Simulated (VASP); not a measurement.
Data:

```
KCl3Ge
1.0
    3.62569    -3.61211     0.08933
    3.62569     3.61211     0.08933
    0.01108     0.00000     5.14356
K Ge Cl
1 1 3
Direct
  0.98919   0.98919   0.93468
  0.49237   0.49237   0.52958
  0.01301   0.50076   0.54523
  0.50076   0.01301   0.54523
  0.49706   0.49706   0.00893
```

The numbers are results of LDA (Ceperley-Alder, Perdew-Zunger), VASP's LDA PAW potentials (set 64) (plane waves; VASP), not measurements. Settings: 400 eV cut-off, 5×5×5 Γ-centred mesh, tetrahedra with Blöchl corrections, potentials K_sv Ge_d Cl.

The cores are frozen, which limits the accuracy of field gradients.

Q: Give the principal components of the electric field gradient (V/Å²) and the asymmetry η at each nucleus.

A: 
```csv
atom,Vxx,Vyy,Vzz,η
K1,-1.4,-1.2,2.6,0.07
Ge2,6.1,5.6,-11.7,0.04
Cl3,-69.2,-59.9,129.1,0.07
Cl4,-69.2,-59.9,129.1,0.07
Cl5,-66.1,-65.2,131.4,0.01
```

The structure comes from a computed database's KGeCl3 entry (Cm); how it stands against other phases isn't given here. It was relaxed first, which changed the volume by -12 %.
